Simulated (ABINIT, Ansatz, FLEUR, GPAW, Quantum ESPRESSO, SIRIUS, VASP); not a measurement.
One calculation of GaGe, 7 ways

```
CELL_PARAMETERS angstrom
0.00000 2.89784 2.89784
2.89784 0.00000 2.89784
2.89784 2.89784 0.00000
ATOMIC_POSITIONS crystal
Ge 0.99277 0.98973 0.02535
Ga 0.23997 0.24662 0.26427
```

The cell comes from a database or a generator and needn't be the stable form of this composition.

Atoms were shifted at random by some hundredths of an Å from the given cell, which wasn't relaxed again for these runs.

Alike in all runs: task single point; functional PBEsol; k mesh 8 × 8 × 8; occupations fermi-dirac, width 0.05 eV; no spin polarisation; no spin-orbit coupling. Pressure is positive in compression and, in plane waves, holds the error of the finite cutoff.

```json
{"program and potentials": "VASP, PBE PAW files Ga_d, Ge_d, 520 eV", "plane-wave cutoff (eV)": "520", "notes": "potentials made for PBE; 13.5 valence electrons an atom on average", "band gap (eV)": "no gap", "pressure (GPa)": "-2.38", "largest force (eV/Å)": "0.200", "energy over the undisturbed cell (meV/atom)": "-"}
{"program and potentials": "Quantum ESPRESSO, GBRV 1.5 PBEsol", "plane-wave cutoff (eV)": "762", "notes": "16.5 valence electrons an atom on average", "band gap (eV)": "no gap", "pressure (GPa)": "-2.37", "largest force (eV/Å)": "0.201", "energy over the undisturbed cell (meV/atom)": "2.11"}
{"program and potentials": "GPAW, PAW data sets generated for this functional", "plane-wave cutoff (eV)": "600", "notes": "3.5 valence electrons an atom on average", "band gap (eV)": "no gap", "pressure (GPa)": "-1.74", "largest force (eV/Å)": "0.214", "energy over the undisturbed cell (meV/atom)": "2.26"}
{"program and potentials": "Ansatz, all-electron LAPW, scalar-relativistic", "plane-wave cutoff (eV)": "-", "notes": "-", "band gap (eV)": "no gap", "pressure (GPa)": "-2.35", "largest force (eV/Å)": "0.200", "energy over the undisturbed cell (meV/atom)": "-"}
{"program and potentials": "SIRIUS, PseudoDojo 0.4.1 PBEsol standard (scalar relativistic)", "plane-wave cutoff (eV)": "1102", "notes": "13.5 valence electrons an atom on average", "band gap (eV)": "no gap", "pressure (GPa)": "-2.30", "largest force (eV/Å)": "0.202", "energy over the undisturbed cell (meV/atom)": "-"}
{"program and potentials": "FLEUR, all-electron, FLAPW", "plane-wave cutoff (eV)": "-", "notes": "-", "band gap (eV)": "no gap", "pressure (GPa)": "-", "largest force (eV/Å)": "0.200", "energy over the undisturbed cell (meV/atom)": "2.11"}
{"program and potentials": "ABINIT, PseudoDojo NC SR PBEsol v0.4.1 standard", "plane-wave cutoff (eV)": "1088", "notes": "13.5 valence electrons an atom on average", "band gap (eV)": "no gap", "pressure (GPa)": "-2.31", "largest force (eV/Å)": "0.201", "energy over the undisturbed cell (meV/atom)": "2.12"}
```

Force on atom 1 (Ge), eV/Å:

```json
{"program and potentials": "VASP, PBE PAW files Ga_d, Ge_d, 520 eV", "x": "-0.048", "y": "-0.188", "z": "0.047"}
{"program and potentials": "Quantum ESPRESSO, GBRV 1.5 PBEsol", "x": "-0.048", "y": "-0.189", "z": "0.047"}
{"program and potentials": "GPAW, PAW data sets generated for this functional", "x": "-0.052", "y": "-0.202", "z": "0.050"}
{"program and potentials": "Ansatz, all-electron LAPW, scalar-relativistic", "x": "-0.048", "y": "-0.189", "z": "0.047"}
{"program and potentials": "SIRIUS, PseudoDojo 0.4.1 PBEsol standard (scalar relativistic)", "x": "-0.049", "y": "-0.189", "z": "0.047"}
{"program and potentials": "FLEUR, all-electron, FLAPW", "x": "-0.048", "y": "-0.189", "z": "0.048"}
{"program and potentials": "ABINIT, PseudoDojo NC SR PBEsol v0.4.1 standard", "x": "-0.049", "y": "-0.189", "z": "0.047"}
```

None finds a gap. The pressure spans -2.38 (VASP, PBE PAW files Ga_d, Ge_d, 520 eV) to -1.74 GPa (GPAW, PAW data sets generated for this functional), with all-electron results at -2.35.

Differences between rows come from potentials, basis sets and numerical settings, since the functional is the same but for its coding. Runs on potential files found faulty are left out.
